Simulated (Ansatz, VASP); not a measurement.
**BeN in VASP and in Ansatz**

```
Be N
1.0
     1.38250    0.79819    2.27465
    -1.38250    0.79819    2.27465
     0.00000   -1.59637    2.27465
Be N
1 1
Direct
  0.00000 0.00000 0.00000
  0.75124 0.75124 0.75124
```

Alike in both runs: task relaxation of cell and atoms; functional PBE; k mesh 9 × 9 × 9; occupations gaussian, width 0.1 eV; no spin polarisation.

|  | VASP | Ansatz |
| --- | --- | --- |
| version | VASP 6.6.1 | Ansatz 0.2.0 |
| potentials or method | VASP PAW PBE potentials, release 64 (Be, N) | scalar-relativistic, plane waves, PAW |
| plane-wave cutoff (eV) | 600 | 420 |
| valence electrons in the cell | 7 | 7 |

|  | VASP | Ansatz | Ansatz less VASP |
| --- | --- | --- | --- |
| gap on the k mesh at the Fermi level, each at its own relaxed structure (eV) | none | none | - |
| relaxed volume (Å³/atom) | 7.60 | 7.56 | -0.033 |
| relaxed cell length with the largest relative difference (Å) | 2.928 | 2.927 | -0.0010 |
| energy change over the relaxation (meV/atom) | -33 | -32 | +0.4 |

A gap of «none» marks a metal or a gap that the smearing closes.
